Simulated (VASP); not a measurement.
Crystal: PtSe2.

```
CELL_PARAMETERS angstrom
3.72400 0.00000 0.00000
-1.86200 3.22508 0.00000
0.00000 0.00000 5.06200
ATOMIC_POSITIONS crystal
Pt 0.00000 0.00000 0.00000
Se 0.33333 0.66667 0.25000
Se 0.66667 0.33333 0.75000
```

```yaml
Program: VASP 6.6.1
Task: relaxation of cell and atoms
Functional: PBE
Dispersion: D3(BJ)
Potentials_or_basis: VASP PAW PBE potentials, release 64 (Pt, Se)
Cutoff: 520 eV
k_mesh: 3 × 3 × 2
Occupations: gaussian, width 0.02 eV
Spin: no spin polarisation
```

At the start: pressure 3.2 GPa; volume 20.27 Å³/atom.

Q: Where does the relaxation end?

A: Over 18 steps the energy falls by 8.2 meV/atom and the volume is 20.32 Å³/atom (+0.3 %); space group P-3m1 (No. 164, to 0.05 Å).

The path:
| step | energy change (eV) | largest force (eV/Å) | pressure (GPa) | volume (Å³) |
| --- | --- | --- | --- | --- |
| 1 | 0.0000 | 0.5069 | 3.23 | 60.80 |
| 2 | 0.0294 | 0.4327 | -5.32 | 64.46 |
| 3 | -0.0186 | 0.1186 | -0.35 | 62.15 |
| 4 | -0.0186 | 0.1259 | -0.29 | 62.13 |
| 5 | -0.0206 | 0.0972 | -0.21 | 61.89 |
| 6 | -0.0239 | 0.0083 | 0.05 | 61.17 |
| 7 | -0.0241 | 0.0194 | 0.14 | 60.96 |
| 8 | -0.0243 | 0.0510 | -0.37 | 61.09 |
| 9 | -0.0244 | 0.0397 | -0.18 | 61.04 |
| 10 | -0.0244 | 0.0289 | 0.21 | 60.83 |
| 11 | -0.0245 | 0.0026 | 0.03 | 60.93 |
| 12 | -0.0245 | 0.0034 | 0.03 | 60.93 |
| 13 | -0.0245 | 0.0041 | 0.03 | 60.93 |
| 14 | -0.0245 | 0.0219 | -0.08 | 60.99 |
| 15 | -0.0245 | 0.0047 | 0.02 | 60.93 |
| 16 | -0.0245 | 0.0044 | -0.02 | 60.96 |
| 17 | -0.0245 | 0.0045 | -0.02 | 60.96 |
| 18 | -0.0246 | 0.0001 | 0.00 | 60.95 |

Final structure:
```xyz
3
Lattice="3.7584 0.0000 0.0000 -1.8792 3.2548 0.0000 0.0000 0.0000 4.9828" Properties=species:S:1:pos:R:3 pbc="T T T"
Pt    0.0000    0.0000    0.0000
Se    0.0000    2.1699    1.2811
Se    1.8792    1.0849    3.7017
```

Caveat: the k mesh is coarse (spacing up to 0.65 Å⁻¹), so the values aren't converged; pairwise dispersion overbinds metals, which lowers pressure and volume.
